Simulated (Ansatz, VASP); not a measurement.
# Cross-check of SiC between VASP and Ansatz, part 2 of 3

Wanted: the spread between two codes on one cell, functional and k mesh. The cell is taken from a series of runs on this material, whose earlier steps may have relaxed, scaled, displaced or heated it; both programs get it as it stands.

VASP 6.6.1 and Ansatz 0.2.0.

So far: Set-up; VASP: zone-centre phonons, LDA.

### Step 2. VASP: zone-centre phonons, LDA (continued)

Level of this step: LDA; plane waves and PAW (C, Si) (VASP).

Parts of OUTCAR (step 2):

```text
ion  position               nearest neighbor table
   1  0.667  0.333  0.750-   7 1.86   7 1.86   7 1.86   5 1.87
   2  0.333  0.667  0.250-   8 1.86   8 1.86   8 1.86   6 1.87
   3  0.000  0.000  0.500-   6 1.86   6 1.86   6 1.86   7 1.86
   4  0.000  0.000  0.000-   5 1.86   5 1.86   5 1.86   8 1.86
   5  0.667  0.333  0.938-   4 1.86   4 1.86   4 1.86   1 1.87   7 3.04   7 3.04   7 3.04   8 3.04
                             8 3.04   8 3.04
   6  0.333  0.667  0.438-   3 1.86   3 1.86   3 1.86   2 1.87   8 3.04   8 3.04   8 3.04   7 3.04
                             7 3.04   7 3.04
   7  0.000  0.000  0.688-   1 1.86   1 1.86   1 1.86   3 1.86   5 3.04   5 3.04   5 3.04   6 3.04
                             6 3.04   6 3.04
   8  0.000  0.000  0.188-   2 1.86   2 1.86   2 1.86   4 1.86   6 3.04   6 3.04   6 3.04   5 3.04
                             5 3.04   5 3.04

  LATTYP: Found a hexagonal cell.
 ALAT       =     3.0380718529
 C/A-ratio  =     3.2732468506

 Subroutine GETGRP returns: Found 12 space group operations
 (whereof  6 operations were pure point group operations)

The static configuration has the point symmetry C_3v.
 The point group associated with its full space group is C_6v.

 Found     36 irreducible k-points:

   k-points           NKPTS =     36   k-points in BZ     NKDIM =     36   number of bands    NBANDS=     24

   dimension x,y,z NGX =    24 NGY =   24 NGZ =   80
   dimension x,y,z NGXF=    48 NGYF=   48 NGZF=  160

   ENCUT  =  600.0 eV  44.10 Ry    6.64 a.u.   6.07  6.07 19.86*2*pi/ulx,y,z

   NELECT =      32.0000    total number of electrons

 k-points in reciprocal lattice and weights: Automatic mesh
   0.00000000  0.00000000  0.00000000       0.003
   0.11111111  0.00000000  0.00000000       0.019
   0.22222222  0.00000000  0.00000000       0.019
   0.33333333  0.00000000  0.00000000       0.019
   0.44444444  0.00000000  0.00000000       0.019
   0.11111111  0.11111111  0.00000000       0.019
   0.22222222  0.11111111  0.00000000       0.037
   0.33333333  0.11111111  0.00000000       0.037
   0.44444444  0.11111111  0.00000000       0.019
[...]
0.33333333  0.22222222  0.50000000       0.037
   0.33333333  0.33333333  0.50000000       0.006

 average (electrostatic) potential at core
       1 -48.4209       2 -48.4209       3 -48.4822       4 -48.4822       5 -81.3921
       6 -81.3921       7 -81.3457       8 -81.3457

   1 f  =   28.276547 THz   177.666787 2PiTHz  943.204096 cm-1   116.942351 meV
             X         Y         Z           dx          dy          dz
      1.519036  0.877016  7.456409     0.000000    0.000000    0.180593
     -0.000000  1.754032  2.484230     0.000000   -0.000000   -0.180593
      0.000000  0.000000  4.976601     0.000000   -0.000000    0.590596
      0.000000  0.000000  0.004422     0.000000   -0.000000   -0.590596
      1.519036  0.877016  9.326103    -0.000000    0.000000    0.170191
     -0.000000  1.754032  4.353923    -0.000000    0.000000   -0.170191
      0.000000  0.000000  6.840853    -0.000000   -0.000000   -0.299361
      0.000000  0.000000  1.868674    -0.000000    0.000000    0.299361

   2 f  =   28.003005 THz   175.948067 2PiTHz  934.079687 cm-1   115.811069 meV
             X         Y         Z           dx          dy          dz
      1.519036  0.877016  7.456409     0.000000   -0.000000   -0.588306
     -0.000000  1.754032  2.484230    -0.000000   -0.000000    0.588306
      0.000000  0.000000  4.976601     0.000000   -0.000000    0.182220
      0.000000  0.000000  0.004422     0.000000   -0.000000   -0.182220
      1.519036  0.877016  9.326103    -0.000000    0.000000    0.300020
     -0.000000  1.754032  4.353923    -0.000000    0.000000   -0.300020
      0.000000  0.000000  6.840853    -0.000000   -0.000000    0.175157
      0.000000  0.000000  1.868674     0.000000    0.000000   -0.175157

   3 f  =   25.797298 THz   162.089204 2PiTHz  860.505239 cm-1   106.689004 meV
             X         Y         Z           dx          dy          dz
      1.519036  0.877016  7.456409    -0.000000   -0.000000   -0.479111
     -0.000000  1.754032  2.484230    -0.000000    0.000000   -0.479111
      0.000000  0.000000  4.976601    -0.000000    0.000000    0.519520
      0.000000  0.000000  0.004422    -0.000000    0.000000    0.519520
      1.519036  0.877016  9.326103     0.000000   -0.000000   -0.003191
     -0.000000  1.754032  4.353923     0.000000   -0.000000   -0.003191
      0.000000  0.000000  6.840853     0.000000    0.000000   -0.023261
      0.000000  0.000000  1.868674     0.000000   -0.000000   -0.023261

   4 f  =   24.540915 THz   154.195114 2PiTHz  818.596796 cm-1   101.493022 meV
             X         Y         Z           dx          dy          dz
      1.519036  0.877016  7.456409    -0.364822   -0.193549   -0.000000
     -0.000000  1.754032  2.484230    -0.364822   -0.193549   -0.000000
      0.000000  0.000000  4.976601    -0.374433   -0.198648   -0.000000
      0.000000  0.000000  0.004422    -0.374433   -0.198648   -0.000000
      1.519036  0.877016  9.326103     0.243582    0.129228    0.000000
     -0.000000  1.754032  4.353923     0.243582    0.129228    0.000000
      0.000000  0.000000  6.840853     0.239899    0.127274    0.000000
      0.000000  0.000000  1.868674     0.239899    0.127274    0.000000

   5 f  =   24.540915 THz   154.195114 2PiTHz  818.596796 cm-1   101.493022 meV
             X         Y         Z           dx          dy          dz
      1.519036  0.877016  7.456409     0.193549   -0.364822   -0.000000
     -0.000000  1.754032  2.484230     0.193549   -0.364822   -0.000000
      0.000000  0.000000  4.976601     0.198648   -0.374433   -0.000000
      0.000000  0.000000  0.004422     0.198648   -0.374433    0.000000
      1.519036  0.877016  9.326103    -0.129228    0.243582    0.000000
     -0.000000  1.754032  4.353923    -0.129228    0.243582    0.000000
      0.000000  0.000000  6.840853    -0.127274    0.239899    0.000000
      0.000000  0.000000  1.868674    -0.127274    0.239899    0.000000

   6 f  =   24.232484 THz   152.257190 2PiTHz  808.308675 cm-1   100.217458 meV
             X         Y         Z           dx          dy          dz
      1.519036  0.877016  7.456409     0.430131    0.228195   -0.000000
     -0.000000  1.754032  2.484230    -0.430131   -0.228195   -0.000000
      0.000000  0.000000  4.976601    -0.313748   -0.166451    0.000000
      0.000000  0.000000  0.004422     0.313748    0.166451    0.000000
      1.519036  0.877016  9.326103    -0.220480   -0.116970   -0.000000
     -0.000000  1.754032  4.353923     0.220480    0.116970   -0.000000
      0.000000  0.000000  6.840853    -0.241080   -0.127898    0.000000
      0.000000  0.000000  1.868674     0.241080    0.127898   -0.000000

   7 f  =   24.232484 THz   152.257190 2PiTHz  808.308674 cm-1   100.217458 meV
             X         Y         Z           dx          dy          dz
      1.519036  0.877016  7.456409    -0.228195    0.430131    0.000000
     -0.000000  1.754032  2.484230     0.228195   -0.430131    0.000000
      0.000000  0.000000  4.976601     0.166451   -0.313748    0.000000
      0.000000  0.000000  0.004422    -0.166451    0.313748    0.000000
      1.519036  0.877016  9.326103     0.116970   -0.220480   -0.000000
     -0.000000  1.754032  4.353923    -0.116970    0.220480   -0.000000
      0.000000  0.000000  6.840853     0.127898   -0.241080   -0.000000
      0.000000  0.000000  1.868674    -0.127898    0.241080   -0.000000

   8 f  =   24.058552 THz   151.164343 2PiTHz  802.506925 cm-1    99.498133 meV
             X         Y         Z           dx          dy          dz
      1.519036  0.877016  7.456409    -0.000000    0.000000    0.441884
     -0.000000  1.754032  2.484230     0.000000   -0.000000    0.441884
      0.000000  0.000000  4.976601    -0.000000    0.000000    0.393952
      0.000000  0.000000  0.004422     0.000000   -0.000000    0.393952
      1.519036  0.877016  9.326103    -0.000000    0.000000   -0.282439
     -0.000000  1.754032  4.353923     0.000000   -0.000000   -0.282439
      0.000000  0.000000  6.840853     0.000000   -0.000000   -0.264138
      0.000000  0.000000  1.868674    -0.000000    0.000000   -0.264138

   9 f  =   23.995408 THz   150.767597 2PiTHz  800.400665 cm-1    99.236990 meV
             X         Y         Z           dx          dy          dz
      1.519036  0.877016  7.456409    -0.311076   -0.165034   -0.000000
     -0.000000  1.754032  2.484230     0.311076    0.165034   -0.000000
      0.000000  0.000000  4.976601    -0.428686   -0.227429   -0.000000
      0.000000  0.000000  0.004422     0.428686    0.227429   -0.000000
      1.519036  0.877016  9.326103    -0.242901   -0.128865    0.000000
     -0.000000  1.754032  4.353923     0.242901    0.128865    0.000000
      0.000000  0.000000  6.840853     0.225032    0.119386    0.000000
      0.000000  0.000000  1.868674    -0.225032   -0.119386    0.000000

  10 f  =   23.995408 THz   150.767597 2PiTHz  800.400665 cm-1    99.236990 meV
             X         Y         Z           dx          dy          dz
      1.519036  0.877016  7.456409     0.165034   -0.311076    0.000000
     -0.000000  1.754032  2.484230    -0.165034    0.311076    0.000000
      0.000000  0.000000  4.976601     0.227429   -0.428686    0.000000
      0.000000  0.000000  0.004422    -0.227429    0.428686    0.000000
      1.519036  0.877016  9.326103     0.128865   -0.242901   -0.000000
     -0.000000  1.754032  4.353923    -0.128865    0.242901   -0.000000
      0.000000  0.000000  6.840853    -0.119386    0.225032   -0.000000
      0.000000  0.000000  1.868674     0.119386   -0.225032   -0.000000

  11 f  =   23.797699 THz   149.525350 2PiTHz  793.805780 cm-1    98.419329 meV
             X         Y         Z           dx          dy          dz
      1.519036  0.877016  7.456409     0.383605    0.203512   -0.000000
     -0.000000  1.754032  2.484230     0.383605    0.203512   -0.000000
      0.000000  0.000000  4.976601    -0.375122   -0.199012   -0.000000
      0.000000  0.000000  0.004422    -0.375122   -0.199012   -0.000000
    [... 145 further lines ...]
      0.000000  0.000000  6.840853    -0.275285   -0.315171   -0.000000
      0.000000  0.000000  1.868674    -0.275285   -0.315171   -0.000000

 MACROSCOPIC STATIC DIELECTRIC TENSOR IONIC CONTRIBUTION
 ------------------------------------------------------
           3.229308     0.000000     0.000000
           0.000000     3.229308     0.000000
           0.000000     0.000000     3.603350
 ------------------------------------------------------

 ELASTIC MODULI CONTR FROM IONIC RELAXATION (kBar)
 Direction    XX          YY          ZZ          XY          YZ          ZX
 --------------------------------------------------------------------------------
 XX        -606.2864    327.0640    273.9909     -0.0000      0.0000      0.0000
 YY         327.0640   -606.2864    273.9909     -0.0000      0.0000     -0.0000
 ZZ         273.9909    273.9909   -538.9146      0.0000      0.0000      0.0000
 XY          -0.0000     -0.0000      0.0000   -466.6752     -0.0000     -0.0000
 YZ          -0.0000     -0.0000      0.0000     -0.0000   -138.8654     -0.0000
 ZX           0.0000     -0.0000      0.0000     -0.0000     -0.0000   -147.4153
 --------------------------------------------------------------------------------

 PIEZOELECTRIC TENSOR IONIC CONTR  for field in x, y, z        (C/m^2)
          XX          YY          ZZ          XY          YZ          ZX
  --------------------------------------------------------------------------------
  x    -0.00000     0.00000    -0.00000     0.00000     0.00000     0.64806
  y     0.00000     0.00000    -0.00000     0.00000     0.62876     0.00000
  z     0.66636     0.66636    -1.30982     0.00000     0.00000     0.00000
```

(Continued in part 3 of 3.)

[Lines on the potential files, build, host, timing and source positions are cut from VASP's logs without a mark.]

[Logs are printed without paths, hosts, clocks, repeated set-up lines and the standing remarks that a program may print on its own settings, such as how far it seeks lower states.]

[Hosts, paths, dates, database ids (printed as entryN), source tags and the programs' standing remarks are cut or masked in the printed files.]
